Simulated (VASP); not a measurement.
```
CELL_PARAMETERS angstrom
      5.25026     0.00000     0.00000
     -2.62513     4.54685     0.00000
      0.00000     0.00000     4.61215
ATOMIC_POSITIONS crystal
  Bi 0.33333 0.66667 0.75000
  Bi 0.66667 0.33333 0.25000
  Fe 0.00000 0.00000 0.00000
  Fe 0.00000 0.00000 0.50000
  O  0.16471 0.32943 0.25000
  O  0.67057 0.83529 0.25000
  O  0.16471 0.83529 0.25000
  O  0.83529 0.67057 0.75000
  O  0.32943 0.16471 0.75000
  O  0.83529 0.16471 0.75000
```
Starting moments (μB, in the order of the record's atoms Bi Bi Fe Fe O O O O O O): 0.0 0.0 0.5 0.5 0.0 0.0 0.0 0.0 0.0 0.0.

Computed with PBEsol GGA, VASP's PBE PAW potentials (set 64) (plane waves; VASP 6.6.1). Settings: 520 eV cut-off, 8×8×8 Γ-centred mesh, tetrahedra with Blöchl corrections, potentials Bi_d Fe O.

The moments were started parallel, and other spin orders were not tried in this run.  Unless said otherwise, spin-orbit coupling is left out, though it shifts the bands of the heavy elements here.

Predict the cell moment, energy per atom (σ→0), band gap (on the k-mesh) with the smallest direct gap where there is one.

```
Property                                                    Result
------------------------  ----------------------------------------
band gap (on the k-mesh)  none (metal, semimetal or under 0.01 eV)
cell moment                                                1.13 μB
energy per atom (σ→0)                               -6.808 eV/atom
```

Give the moment on each site (PAW-sphere projection).

```csv
site,moment (μB)
Bi1,0.00
Bi2,0.00
Fe3,0.49
Fe4,0.49
O5,0.02
O6,0.02
O7,0.02
O8,0.02
O9,0.02
O10,0.02
```

The absolute energy has meaning only against runs of the same code, potentials and settings.

The structure was generated: FeBiO3 was put into the 2H-BaNiO3 type (P6_3/mmc), which need not be its known phase. It was relaxed first, which changed the volume by -15 %.
